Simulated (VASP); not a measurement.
Shape and ions are relaxed at each volume.

Input:

```
Mg
1.0
    1.58971    -2.75346     0.00000
    1.58971     2.75346     0.00000
    0.00000     0.00000     5.15173
Mg
2
Cartesian
  1.58971   0.91782   1.28793
  1.58971  -0.91782   3.86379
```

Method: AM05 GGA, VASP's PBE PAW potentials (set 64) (plane waves; VASP). Numerical set-up: 520 eV cut-off, 13×13×7 Γ-centred mesh, first-order Methfessel-Paxton smearing of 0.10 eV, potentials Mg.

Give the energy at these volumes per atom, relative to the lowest: 21.18, 21.86, 22.53, 23.21, 23.89 Å³.

11.0, 2.7, 0.0, 2.2, 8.5 meV/atom. A third-order Birch-Murnaghan fit gives B0 = 38.1 GPa and B0′ = 4.2.

Measured: bulk modulus 38.6 GPa at 0 K (computed value off by -1.3 %), as given by K. Lejaeghere et al., Critical reviews in solid state and materials sciences/CRC critical reviews in solid state and materials sciences (2013), arXiv:1204.2733 [extrapolated to 0 K and zero-point effects removed (source: thermally corrected experimental values)].

The compound is Mg in the hcp structure. It was relaxed first.
